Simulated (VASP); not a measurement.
OSZICAR of a VASP run on TiZn₃ (space group P1):

### OSZICAR
```
       N       E                     dE             d eps       ncg     rms          rms(c)
DAV:   1     0.269304974943E+03    0.26930E+03   -0.16968E+04  3536   0.182E+03
DAV:   2     0.229888103192E+01   -0.26701E+03   -0.26147E+03  3544   0.393E+02
DAV:   3    -0.152758232088E+02   -0.17575E+02   -0.17224E+02  4264   0.114E+02
DAV:   4    -0.158242275895E+02   -0.54840E+00   -0.54561E+00  4468   0.162E+01
DAV:   5    -0.158355444569E+02   -0.11317E-01   -0.11314E-01  3964   0.219E+00    0.122E+01
DAV:   6    -0.142080563070E+02    0.16275E+01   -0.11886E+01  4288   0.356E+01    0.519E+00
DAV:   7    -0.140114779719E+02    0.19658E+00   -0.23557E+00  4208   0.121E+01    0.423E+00
DAV:   8    -0.139283230921E+02    0.83155E-01   -0.41708E-01  4340   0.698E+00    0.145E+00
DAV:   9    -0.139150009707E+02    0.13322E-01   -0.33525E-02  3868   0.167E+00    0.294E-01
DAV:  10    -0.139143172383E+02    0.68373E-03   -0.71654E-03  4304   0.727E-01    0.997E-02
DAV:  11    -0.139142934148E+02    0.23823E-04   -0.89937E-04  3660   0.236E-01    0.429E-02
DAV:  12    -0.139142687893E+02    0.24625E-04   -0.18036E-04  3676   0.169E-01    0.228E-02
DAV:  13    -0.139142688199E+02   -0.30583E-07   -0.68156E-06  4160   0.509E-02
   1 F= -.13914269E+02 E0= -.13821561E+02  d E =-.185416E+00
```

Question: Which electronic solver shows in the log?

Answer: It is blocked Davidson (ALGO = Normal, or the opening steps of other solvers). The INCAR had ALGO = Normal.

Question: Can the final energy be trusted as converged?

Answer: The calculation finished and met its thresholds. It stopped with EDIFF = 1E-6, NELM = 100 (PBEsol GGA, plane waves, VASP's PBE PAW potentials (set 64)).

The structure comes from a computed database's TiZn3 entry; how it stands against other phases isn't given here. The cell was not relaxed at this level, atoms are displaced from their ideal sites, and its volume differs by -5.9 % from the start's. The k-mesh is coarse (spacing up to 0.33 per Å, 2π included), so the numbers may not be converged in it.
